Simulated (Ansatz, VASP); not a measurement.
# LiCl in two plane-wave programs

Aim: how closely do two programs agree when they are given the same cell, functional and k mesh? The cell is taken from a series of runs on this material, whose earlier steps may have relaxed, scaled, displaced or heated it; both programs get it as it stands.

Calculated with Ansatz 0.2.0; plane waves, with VASP 6.6.1 beside it; zone-centre phonons at LDA.

**1. The starting structure**

It takes space group Fm-3m (No. 225, cubic). Conventional cell: a = 5.046 Å, b = 5.046 Å, c = 5.046 Å, α = 90.00°, β = 90.00°, γ = 90.00°. Li has 6 Cl at 2.52 Å nearest. Cl has 6 Li at 2.52 Å nearest. Farther neighbours and most contacts between anions are not listed.

Coordinates:

```xyz
2
Lattice="0.0000 2.5228 2.5228 2.5228 0.0000 2.5228 2.5228 2.5228 0.0000" Properties=species:S:1:pos:R:3 pbc="T T T"
Li    0.0000    0.0000    0.0000
Cl    2.5228    2.5228    2.5228
```

**2. VASP: zone-centre phonons, LDA**

Second derivatives magnify differences that forces hide, and they need a tight electronic threshold.

Lines of VASP's logs that name or quote its potential files are left out, and so is its time.

The input, INCAR:

```
SYSTEM = LiCl
PREC = Accurate
ENCUT = 750
EDIFF = 1E-08
NELM = 120
ISMEAR = 0
SIGMA = 0.01
LREAL = .FALSE.
ALGO = Normal
GGA = CA
NBANDS = 11
LORBIT = 11
LWAVE = .FALSE.
LCHARG = .FALSE.
ISIF = 2
IBRION = 8
LEPSILON = .TRUE.
LASPH = .TRUE.
GGA_COMPAT = .FALSE.
EFERMI = MIDGAP
KPAR = 2
```

The input, POSCAR:

```
LiCl
1.0
    0.0000000000      2.5227679280      2.5227679280
    2.5227679280      0.0000000000      2.5227679280
    2.5227679280      2.5227679280      0.0000000000
Li Cl
1 1
Direct
    0.0000000000      0.0000000000      0.0000000000
    0.5000000000      0.5000000000      0.5000000000
```

The input, KPOINTS:

```
Automatic mesh
0
Gamma
8 8 8
0 0 0
```

The projector-augmented-wave data sets are Li_sv and Cl (LDA family, release 64).

The run is started by

```sh
> mpirun -np 2 vasp_std
```

Numbers of over 12 decimals in the logs are rounded to 6 here.

What it wrote:

```text
[banner, memory and clock lines left out]
running    2 mpi-ranks, on    1 nodes
 distrk:  each k-point on    1 cores,    2 groups
 distr:  one band on    1 cores,    1 groups

 POSCAR found type information on POSCAR LiCl
 POSCAR found :  2 types and       2 ions
 LDA part: xc-table for (Slater(with rela. corr.)+CA(PZ))
 , standard interpolation
 POSCAR, INCAR and KPOINTS ok, starting setup
 FFT: planning ... GRIDC
 FFT: planning ... GRID_SOFT
 FFT: planning ... GRID
 WAVECAR not read
 entering main loop
       N       E                     dE             d eps       ncg     rms          rms(c)
DAV:   1     0.488615747212E+02    0.48862E+02   -0.52548E+03   638   0.109E+03
DAV:   2    -0.532362810797E+01   -0.54185E+02   -0.51670E+02   832   0.167E+02
DAV:   3    -0.807832891373E+01   -0.27547E+01   -0.27453E+01   822   0.409E+01
DAV:   4    -0.815763433211E+01   -0.79305E-01   -0.79249E-01   932   0.680E+00
DAV:   5    -0.815838976672E+01   -0.75543E-03   -0.75542E-03   792   0.690E-01    0.243E+00
DAV:   6    -0.809333011056E+01    0.65060E-01   -0.12062E-01   835   0.167E+00    0.168E+00
DAV:   7    -0.808575561247E+01    0.75745E-02   -0.30309E-02   955   0.937E-01    0.819E-01
DAV:   8    -0.808558034379E+01    0.17527E-03   -0.24440E-03   918   0.360E-01    0.121E-01
DAV:   9    -0.808556120433E+01    0.19139E-04   -0.10547E-04   817   0.765E-02    0.281E-02
DAV:  10    -0.808556968649E+01   -0.84822E-05   -0.78485E-06   774   0.217E-02    0.796E-03
DAV:  11    -0.808556956210E+01    0.12439E-06   -0.11346E-06   758   0.763E-03    0.151E-03
DAV:  12    -0.808556955612E+01    0.59814E-08   -0.55653E-08   999   0.172E-03
   1 F= -.80855696E+01 E0= -.80855696E+01  d E =0.000000E+00
 Linear response reoptimize wavefunctions to high precision
DAV:   1    -0.808556955385E+01    0.22708E-08   -0.24888E-09   767   0.405E-04
DAV:   2    -0.808556955388E+01   -0.26148E-10   -0.33552E-10   463   0.137E-04
 Linear response G [H, r] |phi>, progress :
  Direction:   1
       N       E                     dE             d eps       ncg     rms
RMM:   1    -0.265584938225E+02   -0.26558E+02    0.32881E+02   964   0.191E+02
RMM:   2    -0.349928724651E+02   -0.84344E+01   -0.13457E+01  1335   0.250E+01
RMM:   3    -0.352935824353E+02   -0.30071E+00   -0.91684E-01  1445   0.660E+00
RMM:   4    -0.353269895115E+02   -0.33407E-01   -0.14005E-01  1522   0.248E+00
RMM:   5    -0.353322193666E+02   -0.52299E-02   -0.13317E-02  1536   0.611E-01
RMM:   6    -0.353326647018E+02   -0.44534E-03   -0.17347E-03  1559   0.195E-01
RMM:   7    -0.353327114021E+02   -0.46700E-04    0.69896E-05  1601   0.694E-02
RMM:   8    -0.353327290895E+02   -0.17687E-04   -0.29678E-03  1568   0.232E-02
RMM:   9    -0.353327315318E+02   -0.24423E-05   -0.85690E-04  1581   0.954E-03
RMM:  10    -0.353327282003E+02    0.33315E-05   -0.16672E-04  1545   0.404E-03
RMM:  11    -0.353327281856E+02    0.14677E-07   -0.31181E-04  1540   0.212E-03
RMM:  12    -0.353327292419E+02   -0.10563E-05    0.51073E-05  1470   0.131E-03
RMM:  13    -0.353327286542E+02    0.58768E-06   -0.11118E-04  1344   0.100E-03
RMM:  14    -0.353327290091E+02   -0.35493E-06   -0.35106E-05  1247   0.877E-04
RMM:  15    -0.353327286913E+02    0.31780E-06   -0.10699E-04  1207   0.828E-04
RMM:  16    -0.353327289998E+02   -0.30846E-06    0.44475E-05  1162   0.807E-04
RMM:  17    -0.353327289046E+02    0.95179E-07   -0.12530E-04  1107   0.795E-04
RMM:  18    -0.353327288819E+02    0.22744E-07    0.60035E-06  1069   0.795E-04
 Linear response G [H, r] |phi>, progress :
  Direction:   2
       N       E                     dE             d eps       ncg     rms
RMM:   1    -0.297375645930E+02   -0.29738E+02    0.13157E+02   993   0.153E+02
RMM:   2    -0.373594640309E+02   -0.76219E+01   -0.10394E+01  1319   0.230E+01
RMM:   3    -0.376159966746E+02   -0.25653E+00   -0.71267E-01  1431   0.606E+00
RMM:   4    -0.376464059082E+02   -0.30409E-01   -0.11857E-01  1525   0.228E+00
RMM:   5    -0.376509516221E+02   -0.45457E-02   -0.83261E-03  1534   0.542E-01
RMM:   6    -0.376513316787E+02   -0.38006E-03   -0.11959E-03  1578   0.180E-01
RMM:   7    -0.376514113878E+02   -0.79709E-04   -0.37413E-04  1610   0.630E-02
RMM:   8    -0.376514028220E+02    0.85658E-05   -0.48204E-03  1570   0.195E-02
RMM:   9    -0.376514022474E+02    0.57460E-06   -0.46495E-04  1584   0.865E-03
RMM:  10    -0.376514055972E+02   -0.33497E-05    0.28784E-05  1521   0.365E-03
RMM:  11    -0.376514058062E+02   -0.20900E-06   -0.51149E-05  1526   0.200E-03
RMM:  12    -0.376514059942E+02   -0.18799E-06    0.38568E-05  1426   0.128E-03
RMM:  13    -0.376514061016E+02   -0.10740E-06   -0.43034E-05  1312   0.102E-03
RMM:  14    -0.376514061190E+02   -0.17448E-07    0.38059E-05  1216   0.917E-04
RMM:  15    -0.376514061193E+02   -0.30942E-09   -0.24528E-05  1190   0.880E-04
RMM:  16    -0.376514061303E+02   -0.10949E-07    0.55506E-05  1141   0.858E-04
RMM:  17    -0.376514061327E+02   -0.24601E-08   -0.16530E-05  1104   0.854E-04
[...]
RMM:   3    -0.194916215693E+00    0.22398E-01   -0.29459E-02  2560   0.822E-01    0.527E-01
RMM:   4    -0.198746879817E+00   -0.38307E-02   -0.14735E-02  2723   0.562E-01    0.166E-01
RMM:   5    -0.203990847489E+00   -0.52440E-02   -0.22050E-03  2740   0.236E-01    0.302E-02
[...]
RMM:  11    -0.204401131751E+00   -0.53595E-05    0.17388E-04  3036   0.333E-03    0.211E-03
RMM:  12    -0.204409193514E+00   -0.80618E-05    0.76337E-05  2943   0.177E-03    0.207E-03
RMM:  13    -0.204405874358E+00    0.33192E-05    0.19597E-05  2888   0.813E-04    0.524E-04
RMM:  14    -0.204405926759E+00   -0.52401E-07    0.34840E-06  2889   0.256E-04    0.161E-04
RMM:  15    -0.204405653231E+00    0.27353E-06   -0.30288E-07  2566   0.117E-04    0.138E-04
RMM:  16    -0.204405657460E+00   -0.42287E-08   -0.43732E-07  2069   0.703E-05    0.795E-05
RMM:  17    -0.204405777819E+00   -0.12036E-06   -0.62022E-08  1905   0.623E-05    0.474E-06
 change of polarisation eV/A/(eV/A) component  2 :     0.080     0.376    -0.019
 dielectric tensor                  component  2 :     0.451     3.116    -0.106
 Linear response to external field, progress :
  Direction:   3
       N       E                     dE             d eps       ncg     rms          rms(c)
RMM:   1    -0.207536960553E+00   -0.20754E+00   -0.64019E-01  2951   0.289E+00
RMM:   2    -0.217328863729E+00   -0.97919E-02   -0.23066E-02  2743   0.763E-01    0.107E+00
RMM:   3    -0.194915267939E+00    0.22414E-01   -0.29414E-02  2581   0.823E-01    0.527E-01
RMM:   4    -0.198747443691E+00   -0.38322E-02   -0.14732E-02  2739   0.563E-01    0.166E-01
RMM:   5    -0.203993648783E+00   -0.52462E-02   -0.22038E-03  2755   0.237E-01    0.302E-02
RMM:   6    -0.204139315089E+00   -0.14567E-03   -0.11058E-03  2984   0.105E-01    0.123E-02
RMM:   7    -0.204398398947E+00   -0.25908E-03   -0.70354E-04  2891   0.548E-02    0.236E-03
RMM:   8    -0.204402910122E+00   -0.45112E-05   -0.11671E-04  3113   0.290E-02    0.265E-03
RMM:   9    -0.204399492539E+00    0.34176E-05    0.42061E-04  2998   0.155E-02    0.233E-03
RMM:  10    -0.204395512117E+00    0.39804E-05    0.47400E-04  3220   0.731E-03    0.227E-03
 change of polarisation eV/A/(eV/A) component  3 :     0.004     0.048     0.376
 dielectric tensor                  component  3 :     0.023     0.271     3.116
 Linear response DOF=           2
 Linear response progress:
  Degree of freedom:   1/  2
       N       E                     dE             d eps       ncg     rms          rms(c)
RMM:   1    -0.161229249432E+00   -0.16123E+00    0.15327E+00  1753   0.165E+01
RMM:   2    -0.165389594098E+00   -0.41603E-02   -0.16544E-02  2363   0.993E-01    0.107E-01
RMM:   3    -0.165479137737E+00   -0.89544E-04   -0.30402E-03  2778   0.373E-01    0.560E-02
RMM:   4    -0.165379606342E+00    0.99531E-04   -0.60301E-04  2873   0.179E-01    0.841E-03
RMM:   5    -0.165401205211E+00   -0.21599E-04   -0.71976E-05  2917   0.407E-02    0.181E-03
RMM:   6    -0.165433662568E+00   -0.32457E-04   -0.35335E-05  2930   0.188E-02    0.690E-04
RMM:   7    -0.165455555755E+00   -0.21893E-04   -0.19833E-05  2892   0.112E-02    0.202E-04
RMM:   8    -0.165457665090E+00   -0.21093E-05   -0.13087E-05  3069   0.747E-03    0.102E-04
RMM:   9    -0.165458804443E+00   -0.11394E-05   -0.10922E-05  3076   0.521E-03    0.989E-05
RMM:  10    -0.165459135381E+00   -0.33094E-06   -0.87812E-06  3196   0.391E-03    0.141E-04
RMM:  11    -0.165459205973E+00   -0.70592E-07   -0.76032E-06  2736   0.313E-03    0.244E-04
RMM:  12    -0.165456010666E+00    0.31953E-05   -0.64702E-06  2655   0.266E-03    0.545E-04
RMM:  13    -0.165461694397E+00   -0.56837E-05   -0.56900E-06  2534   0.236E-03    0.447E-05
RMM:  14    -0.165464844187E+00   -0.31498E-05   -0.49170E-06  2744   0.198E-03    0.207E-04
[...]
RMM:  31    -0.165463987278E+00   -0.36104E-08   -0.53994E-07  2096   0.225E-04    0.474E-05
RMM:  32    -0.165463991895E+00   -0.46173E-08   -0.46301E-07  2126   0.203E-04    0.550E-05
RMM:  33    -0.165463996857E+00   -0.49617E-08   -0.39633E-07  2161   0.183E-04    0.617E-05
RMM:  34    -0.165464002058E+00   -0.52018E-08   -0.33837E-07  2238   0.165E-04    0.678E-05
RMM:  35    -0.165464006644E+00   -0.45856E-08   -0.28861E-07  2208   0.150E-04    0.732E-05
RMM:  36    -0.165464010382E+00   -0.37385E-08   -0.24565E-07  2203   0.136E-04    0.783E-05
RMM:  37    -0.165464013109E+00   -0.27265E-08   -0.20887E-07  2174   0.123E-04    0.828E-05
RMM:  38    -0.165464015306E+00   -0.21974E-08   -0.17736E-07  2132   0.112E-04    0.869E-05
 first order change of Fermi-energy  -0.33326E-05
 force on displaced ion       1 direction 1 :  -0.807   0.000   0.000
 Born effective charge ion    1 direction 1 :   1.175   0.000   0.000
 Linear response progress:
  Degree of freedom:   2/  2
       N       E                     dE             d eps       ncg     rms          rms(c)
RMM:   1    -0.182290868962E+00   -0.18229E+00    0.68251E-03  2913   0.260E+00
RMM:   2    -0.183203530628E+00   -0.91266E-03   -0.22284E-03  2529   0.328E-01    0.630E-02
RMM:   3    -0.183899171688E+00   -0.69564E-03   -0.39328E-04  2629   0.103E-01    0.340E-02
RMM:   4    -0.184502229307E+00   -0.60306E-03   -0.97765E-05  2683   0.533E-02    0.109E-02
RMM:   5    -0.184544459492E+00   -0.42230E-04   -0.13117E-05  2887   0.200E-02    0.649E-03
RMM:   6    -0.184542793420E+00    0.16661E-05   -0.19171E-06  2965   0.651E-03    0.152E-03
RMM:   7    -0.184544425701E+00   -0.16323E-05    0.96817E-07  2922   0.264E-03    0.282E-04
RMM:   8    -0.184544781808E+00   -0.35611E-06   -0.11032E-05  3012   0.109E-03    0.177E-04
RMM:   9    -0.184544386754E+00    0.39505E-06    0.11123E-05  3068   0.469E-04    0.186E-05
RMM:  10    -0.184543925992E+00    0.46076E-06    0.81389E-07  3091   0.209E-04    0.157E-05
RMM:  11    -0.184544039232E+00   -0.11324E-06    0.13038E-06  3124   0.114E-04    0.460E-06
RMM:  12    -0.184544035948E+00    0.32835E-08    0.97111E-07  3203   0.748E-05    0.189E-06
RMM:  13    -0.184544029052E+00    0.68959E-08    0.47178E-07  2999   0.595E-05    0.228E-06
RMM:  14    -0.184544031073E+00   -0.20206E-08    0.43789E-07  2712   0.534E-05    0.395E-07
RMM:  15    -0.184544028033E+00    0.30394E-08    0.34957E-07  2565   0.511E-05    0.146E-07
RMM:  16    -0.184544026881E+00    0.11528E-08    0.31516E-07  2452   0.502E-05    0.138E-07
RMM:  17    -0.184544027108E+00   -0.22770E-09    0.30704E-07  2306   0.498E-05    0.138E-07
RMM:  18    -0.184544026915E+00    0.19285E-09    0.30490E-07  2183   0.497E-05    0.402E-08
 first order change of Fermi-energy   0.11137E-02
 force on displaced ion       2 direction 1 :  -0.811   0.000   0.000
 Born effective charge ion    2 direction 1 :  -1.175   0.000   0.000
 Born effective charges drift removed
 Linear response finished
```

From OUTCAR (step 2):

```text
ion  position               nearest neighbor table
   1  0.000  0.000  0.000-   2 2.52   2 2.52   2 2.52   2 2.52   2 2.52   2 2.52
   2  0.500  0.500  0.500-   1 2.52   1 2.52   1 2.52   1 2.52   1 2.52   1 2.52

  LATTYP: Found a face centered cubic cell.
 ALAT       =     5.0455358560

 Subroutine GETGRP returns: Found 48 space group operations
 (whereof 48 operations were pure point group operations)

The static configuration has the point symmetry O_h .

 Found     29 irreducible k-points:

   k-points           NKPTS =     29   k-points in BZ     NKDIM =     29   number of bands    NBANDS=     11

   dimension x,y,z NGX =    32 NGY =   32 NGZ =   32
   dimension x,y,z NGXF=    64 NGYF=   64 NGZF=   64

   ENCUT  =  750.0 eV  55.12 Ry    7.42 a.u.   7.97  7.97  7.97*2*pi/ulx,y,z

   NELECT =      10.0000    total number of electrons

 k-points in reciprocal lattice and weights: Automatic mesh
   0.00000000  0.00000000  0.00000000       0.002
   0.12500000  0.00000000  0.00000000       0.016
   0.25000000  0.00000000  0.00000000       0.016
   0.37500000  0.00000000  0.00000000       0.016
   0.50000000  0.00000000  0.00000000       0.008
   0.12500000  0.12500000  0.00000000       0.012
   0.25000000  0.12500000  0.00000000       0.047
   0.37500000  0.12500000  0.00000000       0.047
   0.50000000  0.12500000  0.00000000       0.047
[...]
-0.37500000  0.50000000  0.12500000       0.023
  -0.25000000  0.50000000  0.25000000       0.012

 average (electrostatic) potential at core
       1 -64.3922       2 -96.2986

  Total       -0.3720423     -0.3720423     -0.3720423      0.0000000      0.0000000     -0.0000000
  in kB      -18.5626946    -18.5626946    -18.5626946      0.0000000      0.0000000     -0.0000000
  external PRESSURE =     -18.5626946 kB  Pullay stress =       0.0000000 kB

  energy-cutoff  :      750.00
  volume of cell :       32.11
      direct lattice vectors                 reciprocal lattice vectors
     0.000000000  2.522767928  2.522767928    -0.198195004  0.198195004  0.198195004
     2.522767928  0.000000000  2.522767928     0.198195004 -0.198195004  0.198195004
     2.522767928  2.522767928  0.000000000     0.198195004  0.198195004 -0.198195004

 POSITION                                       TOTAL-FORCE (eV/Angst)
 -----------------------------------------------------------------------------------
      0.00000      0.00000      0.00000         0.000000     -0.000000     -0.000000
      2.52277      2.52277      2.52277        -0.000000      0.000000      0.000000
 -----------------------------------------------------------------------------------
    total drift:                               -0.000000     -0.000000      0.000000

 MACROSCOPIC STATIC DIELECTRIC TENSOR (including local field effects in DFT)
 ------------------------------------------------------
           3.116159     0.000000    -0.000000
           0.000000     3.116159    -0.000000
           0.000000     0.000000     3.116159
 ------------------------------------------------------

 PIEZOELECTRIC TENSOR (including local field effects)  for field in x, y, z        (C/m^2)
          XX          YY          ZZ          XY          YZ          ZX
  --------------------------------------------------------------------------------
  x     0.00000     0.00000     0.00000     0.00000     0.00000     0.00000
  y     0.00000     0.00000     0.00000     0.00000     0.00000     0.00000
  z     0.00000     0.00000     0.00000     0.00000     0.00000     0.00000

 BORN EFFECTIVE CHARGES (including local field effects) (in |e|, cummulative output)
 ---------------------------------------------------------------------------------
 ion    1
    1     1.17614    -0.00000     0.00000
    2     0.00000     1.17614     0.00000
    3     0.00000     0.00000     1.17614
 ion    2
    1    -1.17614     0.00000     0.00000
    2    -0.00000    -1.17614     0.00000
    3     0.00000     0.00000    -1.17614

 Eigenvectors and eigenvalues of the dynamical matrix
 ----------------------------------------------------

   1 f  =    5.807372 THz    36.488795 2PiTHz  193.713081 cm-1    24.017350 meV
             X         Y         Z           dx          dy          dz
      0.000000  0.000000  0.000000    -0.000000   -0.913382    0.000000
      2.522768  2.522768  2.522768    -0.000000    0.407104    0.000000

   2 f  =    5.807372 THz    36.488795 2PiTHz  193.713081 cm-1    24.017350 meV
             X         Y         Z           dx          dy          dz
      0.000000  0.000000  0.000000     0.913382    0.000000    0.000000
      2.522768  2.522768  2.522768    -0.407104    0.000000    0.000000

   3 f  =    5.807372 THz    36.488795 2PiTHz  193.713081 cm-1    24.017350 meV
             X         Y         Z           dx          dy          dz
      0.000000  0.000000  0.000000    -0.000000   -0.000000   -0.913382
      2.522768  2.522768  2.522768    -0.000000   -0.000000    0.407104

   4 f/i=    0.005068 THz     0.031843 2PiTHz    0.169047 cm-1     0.020959 meV
             X         Y         Z           dx          dy          dz
      0.000000  0.000000  0.000000     0.030345   -0.405381    0.021881
      2.522768  2.522768  2.522768     0.068083   -0.909517    0.049092

   5 f/i=    0.005068 THz     0.031843 2PiTHz    0.169047 cm-1     0.020959 meV
             X         Y         Z           dx          dy          dz
      0.000000  0.000000  0.000000     0.328551    0.011634   -0.240109
      2.522768  2.522768  2.522768     0.737140    0.026102   -0.538711

   6 f/i=    0.005068 THz     0.031843 2PiTHz    0.169047 cm-1     0.020959 meV
             X         Y         Z           dx          dy          dz
      0.000000  0.000000  0.000000    -0.238468   -0.035556   -0.328028
      2.522768  2.522768  2.522768    -0.535029   -0.079774   -0.735967

 MACROSCOPIC STATIC DIELECTRIC TENSOR IONIC CONTRIBUTION
 ------------------------------------------------------
           9.636476    -0.000000    -0.000000
          -0.000000     9.636476     0.000000
          -0.000000     0.000000     9.636476
 ------------------------------------------------------

 ELASTIC MODULI CONTR FROM IONIC RELAXATION (kBar)
 Direction    XX          YY          ZZ          XY          YZ          ZX
 --------------------------------------------------------------------------------
 XX           0.0000      0.0000      0.0000      0.0000      0.0000      0.0000
 YY           0.0000      0.0000      0.0000      0.0000      0.0000      0.0000
 ZZ           0.0000      0.0000      0.0000      0.0000      0.0000      0.0000
 XY           0.0000      0.0000      0.0000      0.0000      0.0000      0.0000
 YZ           0.0000      0.0000      0.0000      0.0000      0.0000      0.0000
 ZX           0.0000      0.0000      0.0000      0.0000      0.0000      0.0000
 --------------------------------------------------------------------------------

 PIEZOELECTRIC TENSOR IONIC CONTR  for field in x, y, z        (C/m^2)
          XX          YY          ZZ          XY          YZ          ZX
  --------------------------------------------------------------------------------
  x     0.00000     0.00000     0.00000     0.00000     0.00000     0.00000
  y     0.00000     0.00000     0.00000     0.00000     0.00000     0.00000
  z     0.00000     0.00000     0.00000     0.00000     0.00000     0.00000
```

Energies printed during the response cycles are not total energies of the cell.

[end of part 1 of 2]

[Lines on the potential files, build, host, timing and source positions are cut from VASP's logs without a mark.]

[Logs are printed without paths, hosts, clocks, repeated set-up lines and the standing remarks that a program may print on its own settings, such as how far it seeks lower states.]

[Hosts, paths, dates, database ids (printed as entryN), source tags and the programs' standing remarks are cut or masked in the printed files.]
